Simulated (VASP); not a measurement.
**A slab model of Fe(111)**

Wanted: what it costs to take an electron out of Fe(111), held as cut.

Calculated with VASP 6.6.1; PBE, spin-polarised from a ferromagnetic start; plane waves and PAW (Fe).

## 1. Starting point

The cell holds 11 atoms: 11 Fe. Its edges and angles: a = 4.059 Å, b = 4.059 Å, c = 26.285 Å, α = 90.0°, β = 90.0°, γ = 60.0°. Vacuum lies along c.

## 2. Vacuum level and density of states

A static run writes the electrostatic potential without exchange and correlation (LVHAR), which is flat in the vacuum and gives the level to count from. The dipole correction cancels the field that unlike faces would set up across the vacuum.

INCAR reads:

```
SYSTEM = Fe
PREC = Normal
ENCUT = 300
EDIFF = 1E-06
NELM = 120
ISMEAR = -1
SIGMA = 0.1
LREAL = .FALSE.
ALGO = Fast
GGA = PE
NBANDS = 94
ISPIN = 2
MAGMOM = 3 3 3 3 3 3 3 3 3 3 3
LASPH = .TRUE.
LMAXMIX = 4
LORBIT = 11
LWAVE = .FALSE.
LCHARG = .TRUE.
IDIPOL = 3
LDIPOL = .TRUE.
DIPOL = 0.5 0.5 0.5
LVHAR = .TRUE.
LVACPOTAV = .TRUE.
LELF = .TRUE.
NEDOS = 1500
```

POSCAR reads:

```
Fe
1.0
    4.0587929240      0.0000000000      0.0000000000
    2.0293964620      3.5150177809      0.0000000000
    0.0000000000      0.0000000000     26.2849763629
Fe
11
Direct
    0.6666666667      0.6666666667      0.3424009166
    0.0000000000      0.0000000000      0.3739207333
    0.3333333333      0.3333333333      0.4054405500
    0.6666666667      0.6666666667      0.4369603666
    0.0000000000      0.0000000000      0.4684801833
    0.3333333333      0.3333333333      0.5000000000
    0.6666666667      0.6666666667      0.5315198167
    0.0000000000      0.0000000000      0.5630396334
    0.3333333333      0.3333333333      0.5945594500
    0.6666666667      0.6666666667      0.6260792667
    0.0000000000      0.0000000000      0.6575990834
```

KPOINTS reads:

```
Automatic mesh
0
Gamma
12 12 1
0 0 0
```

KPOINTS_OPT reads:

```
Line mode
14
Line-mode
Reciprocal
  0.00000000   0.00000000   0.00000000 GAMMA
  0.00000000  -0.50000000   0.00000000 M

  0.00000000  -0.50000000   0.00000000 M
  0.33333333  -0.33333333   0.00000000 K

  0.33333333  -0.33333333   0.00000000 K
  0.00000000   0.00000000   0.00000000 GAMMA
```

Potentials, in the order of the species: Fe (PBE family, release 64).

Launch:

```bash
$ mpirun -np 4 vasp_std
```

The program printed:

```text
[banner, memory and clock lines left out]
running    4 mpi-ranks, on    1 nodes
 distrk:  each k-point on    4 cores,    1 groups
 distr:  one band on    1 cores,    4 groups

 POSCAR found type information on POSCAR Fe
 POSCAR found :  1 types and      11 ions
 LDA part: xc-table for (Slater+PW92), standard interpolation
|                                                                             |
|           W    W    AA    RRRRR   N    N  II  N    N   GGGG   !!!           |
|           W    W   A  A   R    R  NN   N  II  NN   N  G    G  !!!           |
|           W    W  A    A  R    R  N N  N  II  N N  N  G       !!!           |
|           W WW W  AAAAAA  RRRRR   N  N N  II  N  N N  G  GGG   !            |
|           WW  WW  A    A  R   R   N   NN  II  N   NN  G    G                |
|           W    W  A    A  R    R  N    N  II  N    N   GGGG   !!!           |
|                                                                             |
|     The number of bands has been changed from the values supplied in        |
|     The orbitals not found in the WAVECAR file will be initialized with     |
|     random numbers, which is usually adequate. For correlated               |
|     calculations, however, you should redo the groundstate calculation.     |
|     I found NBANDS = 94. Now, NBANDS = 96.                                  |
|                                                                             |

 POSCAR, INCAR and KPOINTS ok, starting setup
 FFT: planning ... GRIDC
 FFT: planning ... GRID_SOFT
 FFT: planning ... GRID
 WAVECAR not read
 entering main loop
       N       E                     dE             d eps       ncg     rms          rms(c)
DAV:   1     0.557148556011E+03    0.55715E+03   -0.25473E+04  7336   0.592E+02
DAV:   2    -0.548298099586E+02   -0.61198E+03   -0.54311E+03  7384   0.195E+02
DAV:   3    -0.953059221186E+02   -0.40476E+02   -0.37352E+02  8152   0.694E+01
DAV:   4    -0.960325489208E+02   -0.72663E+00   -0.72478E+00  8224   0.115E+01
DAV:   5    -0.960403253264E+02   -0.77764E-02   -0.77762E-02  8440   0.947E-01    0.344E+01
RMM:   6    -0.139680657067E+03   -0.43640E+02   -0.91595E+01  8831   0.421E+01    0.908E+01
RMM:   7    -0.964727978944E+02    0.43208E+02   -0.20888E+01  8182   0.209E+01    0.575E+01
RMM:   8    -0.897589073588E+02    0.67139E+01   -0.16014E+01  8334   0.184E+01    0.467E+01
RMM:   9    -0.801179542117E+02    0.96410E+01   -0.53669E+00  8116   0.114E+01    0.203E+01
RMM:  10    -0.829087410152E+02   -0.27908E+01   -0.31179E+00  8372   0.778E+00    0.280E+01
RMM:  11    -0.811811888598E+02    0.17276E+01   -0.21282E+00  8318   0.692E+00    0.178E+01
RMM:  12    -0.815274237592E+02   -0.34623E+00   -0.82588E-01  8322   0.361E+00    0.100E+01
RMM:  13    -0.826699123836E+02   -0.11425E+01   -0.79818E-01  8662   0.346E+00    0.106E+01
RMM:  14    -0.827559876190E+02   -0.86075E-01   -0.72683E-01  8494   0.356E+00    0.714E+00
RMM:  15    -0.832058607531E+02   -0.44987E+00   -0.39270E-01  8823   0.213E+00    0.552E+00
RMM:  16    -0.833002698319E+02   -0.94409E-01   -0.10813E-01  8389   0.140E+00    0.549E+00
RMM:  17    -0.833512574310E+02   -0.50988E-01   -0.51046E-02  8627   0.101E+00    0.370E+00
RMM:  18    -0.836816461966E+02   -0.33039E+00   -0.88421E-02  9447   0.744E-01    0.206E+00
RMM:  19    -0.839533855939E+02   -0.27174E+00   -0.39896E-02  9195   0.498E-01    0.144E+00
RMM:  20    -0.843094621318E+02   -0.35608E+00   -0.90707E-02 10073   0.594E-01    0.100E+00
RMM:  21    -0.848093638519E+02   -0.49990E+00   -0.20798E-01 10766   0.766E-01    0.955E-01
RMM:  22    -0.851954524474E+02   -0.38609E+00   -0.12972E-01 10611   0.588E-01    0.864E-01
RMM:  23    -0.853982523216E+02   -0.20280E+00   -0.91378E-02 10575   0.478E-01    0.992E-01
RMM:  24    -0.854973655858E+02   -0.99113E-01   -0.33298E-02 10152   0.331E-01    0.803E-01
RMM:  25    -0.855827957629E+02   -0.85430E-01   -0.13761E-02  9727   0.221E-01    0.602E-01
RMM:  26    -0.856887841163E+02   -0.10599E+00   -0.18338E-02 10279   0.259E-01    0.327E-01
RMM:  27    -0.857403817203E+02   -0.51598E-01   -0.18447E-03  9332   0.128E-01    0.267E-01
RMM:  28    -0.857732306675E+02   -0.32849E-01   -0.90408E-04  9385   0.739E-02    0.111E-01
RMM:  29    -0.858221856704E+02   -0.48955E-01   -0.66524E-04  9540   0.839E-02    0.123E-01
RMM:  30    -0.858679117426E+02   -0.45726E-01   -0.97841E-04  9787   0.857E-02    0.143E-01
[...]
RMM:  35    -0.859272576198E+02   -0.10740E-02   -0.12055E-05  9305   0.108E-02    0.278E-02
RMM:  36    -0.859284782936E+02   -0.12207E-02   -0.19769E-05  9713   0.105E-02    0.122E-02
RMM:  37    -0.859290108406E+02   -0.53255E-03   -0.77941E-06  8698   0.715E-03    0.786E-03
RMM:  38    -0.859291268402E+02   -0.11600E-03   -0.14899E-06  7911   0.364E-03    0.548E-03
RMM:  39    -0.859291944734E+02   -0.67633E-04   -0.51133E-07  7482   0.226E-03    0.375E-03
RMM:  40    -0.859292523982E+02   -0.57925E-04   -0.50889E-07  7641   0.220E-03    0.278E-03
RMM:  41    -0.859292736343E+02   -0.21236E-04   -0.35189E-07  7470   0.182E-03    0.310E-03
RMM:  42    -0.859292773398E+02   -0.37055E-05   -0.77878E-08  6989   0.106E-03    0.234E-03
RMM:  43    -0.859292800995E+02   -0.27598E-05   -0.41881E-08  6311   0.728E-04    0.209E-03
RMM:  44    -0.859292819691E+02   -0.18696E-05   -0.24665E-08  6254   0.572E-04    0.216E-03
RMM:  45    -0.859292831005E+02   -0.11314E-05   -0.23039E-08  6314   0.546E-04    0.207E-03
RMM:  46    -0.859292835148E+02   -0.41426E-06   -0.69335E-09  5501   0.415E-04
|                                                                             |
|           W    W    AA    RRRRR   N    N  II  N    N   GGGG   !!!           |
|           W    W   A  A   R    R  NN   N  II  NN   N  G    G  !!!           |
|           W    W  A    A  R    R  N N  N  II  N N  N  G       !!!           |
|           W WW W  AAAAAA  RRRRR   N  N N  II  N  N N  G  GGG   !            |
|           WW  WW  A    A  R   R   N   NN  II  N   NN  G    G                |
|           W    W  A    A  R    R  N    N  II  N    N   GGGG   !!!           |
|                                                                             |
|     Did not find any points to average over, which means that no vacuum     |
|     field-free region was found. Please increase the size of  your cell     |
|     in the dimension of the dipole correction to obtain accurate            |
|     workfunction values.                                                    |
|                                                                             |

   1 F= -.85929284E+02 E0= -.85728101E+02  d E =-.402365E+00  mag=    28.1819
 Start KPOINTS_OPT (optional k-point list driver)
k-point batch [1-19\42]
       N       E                     dE             ncg
DAV:   1     0.732555619536E+04   -0.14864E+05     7328
DAV:   2    -0.335035702314E+04   -0.10676E+05     7336
DAV:   3    -0.397870799443E+04   -0.62835E+03     8224
DAV:   4    -0.398996608556E+04   -0.11258E+02     8136
DAV:   5    -0.399007893634E+04   -0.11285E+00     8416
DAV:   6    -0.399008119690E+04   -0.22606E-02     8192
DAV:   7    -0.399008126462E+04   -0.67725E-04     8432
DAV:   8    -0.399008126644E+04   -0.18195E-05     5648
DAV:   9    -0.399008126669E+04   -0.24812E-06     4800
[...]
k-point batch [39-42\42]
       N       E                     dE             ncg
DAV:   1     0.268138489035E+05    0.12517E+04     1552
DAV:   2     0.245282979918E+05   -0.22856E+04     1536
DAV:   3     0.243918951037E+05   -0.13640E+03     1744
DAV:   4     0.243893593963E+05   -0.25357E+01     1744
DAV:   5     0.243893341319E+05   -0.25264E-01     1784
DAV:   6     0.243893335477E+05   -0.58420E-03     1768
DAV:   7     0.243893335296E+05   -0.18083E-04     1800
DAV:   8     0.243893335292E+05   -0.43974E-06     1256
```

Run time: 7.7 min. Hardware: 4 MPI ranks of AMD EPYC 7R32 (Zen 2), shared host; peak memory 1.1 GiB.

The logs omit lines about the potential files and the build; timing stands in the text.

From OUTCAR (step 2):

```text
ion  position               nearest neighbor table
   1  0.667  0.667  0.342-   4 2.49   2 2.49   2 2.49   2 2.49   3 2.87   3 2.87   3 2.87
   2  0.000  0.000  0.374-   5 2.49   1 2.49   3 2.49   1 2.49   3 2.49   1 2.49   3 2.49   4 2.87
                             4 2.87   4 2.87
   3  0.333  0.333  0.405-   4 2.49   4 2.49   6 2.49   4 2.49   2 2.49   2 2.49   2 2.49   5 2.87
                             5 2.87   5 2.87   1 2.87   1 2.87   1 2.87
   4  0.667  0.667  0.437-   3 2.49   3 2.49   1 2.49   3 2.49   5 2.49   5 2.49   5 2.49   7 2.49
                             2 2.87   2 2.87   2 2.87   6 2.87   6 2.87   6 2.87
   5  0.000  0.000  0.468-   2 2.49   6 2.49   4 2.49   6 2.49   4 2.49   6 2.49   4 2.49   8 2.49
                             3 2.87   3 2.87   3 2.87   7 2.87   7 2.87   7 2.87
   6  0.333  0.333  0.500-   3 2.49   9 2.49   5 2.49   7 2.49   7 2.49   5 2.49   5 2.49   7 2.49
                             4 2.87   8 2.87   4 2.87   8 2.87   8 2.87   4 2.87
   7  0.667  0.667  0.532-  10 2.49   6 2.49   8 2.49   6 2.49   8 2.49   8 2.49   6 2.49   4 2.49
                             9 2.87   9 2.87   9 2.87   5 2.87   5 2.87   5 2.87
   8  0.000  0.000  0.563-   9 2.49  11 2.49   9 2.49   9 2.49   7 2.49   7 2.49   7 2.49   5 2.49
                            10 2.87  10 2.87  10 2.87   6 2.87   6 2.87   6 2.87
   9  0.333  0.333  0.595-   8 2.49   6 2.49   8 2.49   8 2.49  10 2.49  10 2.49  10 2.49   7 2.87
                             7 2.87   7 2.87  11 2.87  11 2.87  11 2.87
  10  0.667  0.667  0.626-   7 2.49  11 2.49   9 2.49   9 2.49  11 2.49  11 2.49   9 2.49   8 2.87
                             8 2.87   8 2.87
  11  0.000  0.000  0.658-   8 2.49  10 2.49  10 2.49  10 2.49   9 2.87   9 2.87   9 2.87

  LATTYP: Found a hexagonal cell.
 ALAT       =     4.0587929240
 C/A-ratio  =     6.4760575016

 Subroutine GETGRP returns: Found 12 space group operations
 (whereof  6 operations were pure point group operations)

The static configuration has the point symmetry C_3v.
 The point group associated with its full space group is D_3d.

 Found     19 irreducible k-points:

   k-points           NKPTS =     19   k-points in BZ     NKDIM =     19   number of bands    NBANDS=     96

   dimension x,y,z NGX =    18 NGY =   18 NGZ =  112
   dimension x,y,z NGXF=    36 NGYF=   36 NGZF=  224

   ENCUT  =  300.0 eV  22.05 Ry    4.70 a.u.   5.73  5.73 37.12*2*pi/ulx,y,z

   NELECT =      88.0000    total number of electrons

 k-points in reciprocal lattice and weights: Automatic mesh
   0.00000000  0.00000000  0.00000000       0.007
   0.08333333  0.00000000  0.00000000       0.042
   0.16666667  0.00000000  0.00000000       0.042
   0.25000000  0.00000000  0.00000000       0.042
   0.33333333 -0.00000000  0.00000000       0.042
   0.41666667  0.00000000  0.00000000       0.042
   0.50000000  0.00000000  0.00000000       0.021
   0.16666667  0.08333333  0.00000000       0.042
   0.25000000  0.08333333  0.00000000       0.083
[...]
-0.41666667  0.25000000  0.00000000       0.083
  -0.33333333  0.33333333  0.00000000       0.014

 dipolmoment           0.000000      0.000000      0.000000 electrons x Angstroem

 average (electrostatic) potential at core
       1 -49.7801       2 -49.4999       3 -49.6925       4 -49.5891       5 -49.5627
       6 -49.5758       7 -49.5627       8 -49.5891       9 -49.6925      10 -49.4999
      11 -49.7801

 E-fermi :  -0.5328

 spin component 1
 k-point     1 :       0.0000    0.0000    0.0000
  band No.  band energies     occupation
    ...
     55      -1.0220      0.99255
     56      -0.9130      0.97815
     57      -0.9129      0.97814
     58      -0.6308      0.72702
     59      -0.6307      0.72691
     60       0.3851      0.00010
     61       2.1117      0.00000
     62       2.9596      0.00000
     63       3.5898      0.00000
     64       3.7287      0.00000
    ...

 k-point     2 :       0.0833    0.0000    0.0000
  band No.  band energies     occupation
    ...
     55      -1.0054      0.99121
     56      -0.9679      0.98727
     57      -0.9198      0.97956
     58      -0.6749      0.80553
     59      -0.6173      0.69945
     60       0.4168      0.00008
     61       2.1575      0.00000
     62       3.0369      0.00000
     63       3.6612      0.00000
     64       3.8027      0.00000
    ...

 k-point     3 :       0.1667    0.0000    0.0000
  band No.  band energies     occupation
    ...
     55      -1.0320      0.99326
     56      -0.9480      0.98451
     57      -0.8985      0.97484
     58      -0.7882      0.92786
     59      -0.5890      0.63689
     60       0.5232      0.00003
     61       2.2926      0.00000
     62       3.1188      0.00000
     63       3.2657      0.00000
     64       3.7800      0.00000
    ...

 k-point     4 :       0.2500    0.0000    0.0000
  band No.  band energies     occupation
    ...
     55      -1.1079      0.99683
     56      -0.9997      0.99071
     57      -0.9169      0.97898
     58      -0.7125      0.85775
     59      -0.5672      0.58514
     60       0.7287      0.00000
     61       1.6861      0.00000
     62       2.3085      0.00000
     63       2.4908      0.00000
     64       2.8008      0.00000
    ...

 k-point     5 :       0.3333   -0.0000    0.0000
  band No.  band energies     occupation
    ...
     54      -1.2457      0.99920
     55      -1.1953      0.99867
     56      -1.0537      0.99456
     57      -0.9877      0.98954
     58      -0.5646      0.57888
     59      -0.4299      0.26317
     60       0.4740      0.00004
     61       1.0369      0.00000
     62       1.0596      0.00000
     63       1.8675      0.00000
    ...

 k-point     6 :       0.4167    0.0000    0.0000
  band No.  band energies     occupation
    ...
     54      -1.0601      0.99490
     55      -1.0153      0.99203
     56      -1.0132      0.99187
     57      -0.7971      0.93359
     58      -0.5663      0.58281
     59      -0.4483      0.30042
     60      -0.0435      0.00744
     61       0.1212      0.00144
     62       0.9102      0.00000
     63       1.1080      0.00000
    ...

  Total       -6.7534265     -6.7534265     -5.5975249      0.0000000      0.0000000      0.0000000
  in kB      -28.8537820    -28.8537820    -23.9152325      0.0000000      0.0000000      0.0000000
  external PRESSURE =     -27.2075988 kB  Pullay stress =       0.0000000 kB

  energy-cutoff  :      300.00
  volume of cell :      375.00
      direct lattice vectors                 reciprocal lattice vectors
     4.058792924  0.000000000  0.000000000     0.246378669 -0.142246791  0.000000000
     2.029396462  3.515017781  0.000000000     0.000000000  0.284493582  0.000000000
     0.000000000  0.000000000 26.284976363     0.000000000  0.000000000  0.038044546

 POSITION                                       TOTAL-FORCE (eV/Angst)
 -----------------------------------------------------------------------------------
      4.05879      2.34335      9.00000         0.000000     -0.000000      0.811599
      0.00000      0.00000      9.82850        -0.000000     -0.000000      0.480018
      2.02940      1.17167     10.65700        -0.000000     -0.000000     -0.664215
      4.05879      2.34335     11.48549        -0.000000     -0.000000     -0.294689
      0.00000      0.00000     12.31399        -0.000000     -0.000000     -0.121204
      2.02940      1.17167     13.14249        -0.000000     -0.000000     -0.000000
      4.05879      2.34335     13.97099        -0.000000      0.000000      0.121204
      0.00000      0.00000     14.79948         0.000000      0.000000      0.294689
      2.02940      1.17167     15.62798         0.000000     -0.000000      0.664215
      4.05879      2.34335     16.45648         0.000000      0.000000     -0.480018
      0.00000      0.00000     17.28498         0.000000      0.000000     -0.811599
 -----------------------------------------------------------------------------------
    total drift:                               -0.000000     -0.000000     -0.000000

  FREE ENERGIE OF THE ION-ELECTRON SYSTEM (eV)
  ---------------------------------------------------
  free  energy   TOTEN  =       -85.9292835148 eV

  energy  without entropy=      -85.5269181115  energy(sigma->0) =      -85.72810081

 vacuum level on the upper side and lower side of the slab         3.323         3.323

 total charge
# of ion       s       p       d       tot
------------------------------------------
    1        0.445   0.253   6.162   6.860
    2        0.470   0.411   6.226   7.107
    3        0.464   0.465   6.173   7.102
    4        0.469   0.501   6.214   7.184
    5        0.471   0.503   6.213   7.187
    6        0.469   0.506   6.211   7.186
    7        0.471   0.503   6.213   7.187
    8        0.469   0.501   6.214   7.184
    9        0.464   0.465   6.173   7.102
   10        0.470   0.411   6.226   7.107
   11        0.445   0.253   6.162   6.860
--------------------------------------------------
tot          5.106   4.772  68.186  78.065

 magnetization (x)
# of ion       s       p       d       tot
------------------------------------------
    1        0.015   0.008   2.905   2.927
    2       -0.010  -0.019   2.507   2.478
    3       -0.009  -0.043   2.610   2.558
    4       -0.014  -0.056   2.462   2.392
    5       -0.013  -0.057   2.432   2.361
    6       -0.016  -0.057   2.411   2.338
    7       -0.013  -0.057   2.432   2.361
    8       -0.014  -0.056   2.462   2.392
    9       -0.009  -0.043   2.610   2.558
   10       -0.010  -0.019   2.507   2.478
   11        0.015   0.008   2.905   2.927
--------------------------------------------------
tot         -0.080  -0.392  28.242  27.770

[... 6 further parts left out ...]
```

The magnetic state follows from one typed start and may not be the lowest. With spin, VASP writes an ELF for each channel.

Numbers from this step:

* electronic cycles: 46
* electrons: 88
* free energy (TOTEN): -85.9293 eV
* energy at zero smearing: -85.7281 eV
* Fermi energy: -0.5328 eV
* moment of the cell, from the last line of the log: 28.18 μB
* labelled metallic, from the levels on this mesh: yes
* DOS at the Fermi level: 12.15 states/eV/cell
* dipole moment: 0, 0, 0 e·Å
* vacuum levels: 3.323, 3.323 eV
* work functions of the upper and lower face: 3.856, 3.856 eV

Spin moment in the PAW sphere by atom:

```tsv
atom	spin moment in the PAW sphere (μB)
Fe1	2.93
Fe2	2.48
Fe3	2.56
Fe4	2.39
Fe5	2.36
Fe6	2.34
Fe7	2.36
Fe8	2.39
Fe9	2.56
Fe10	2.48
Fe11	2.93
```

Spin up. The electronic bands at the labelled points (eV, zero at the Fermi level; # counts the bands kept):

```tsv
point	#56	#57	#58	#59	#60	#61	#62	#63
Γ	-0.38	-0.38	-0.10	-0.10	0.92	2.64	3.49	4.13
0.46 of the way	-0.45	-0.36	-0.23	-0.04	1.20	2.53	2.97	3.17
M	-0.35	-0.28	-0.02	0.00	0.45	0.51	1.02	1.29
0.54 of the way	-0.25	-0.23	-0.11	0.00	0.18	0.74	0.76	1.60
K	-0.20	-0.14	-0.14	0.22	0.22	0.36	1.32	1.32
0.54 of the way	-0.43	-0.23	-0.14	-0.12	1.33	2.38	2.43	3.09
Γ	-0.38	-0.38	-0.10	-0.10	0.92	2.64	3.49	4.13
```

[end of part 1 of 3]

[Lines on the potential files, build, host, timing and source positions are cut from VASP's logs without a mark.]

[Logs are printed without paths, hosts, clocks, repeated set-up lines and the standing remarks that a program may print on its own settings, such as how far it seeks lower states.]

[Hosts, paths, dates, database ids (printed as entryN), source tags and the programs' standing remarks are cut or masked in the printed files.]

[In band tables of VASP the shares of atoms and orbitals are scaled to a sum of 1 inside the atoms' spheres.]

[Runs that stopped without an error message from VASP are left out.]
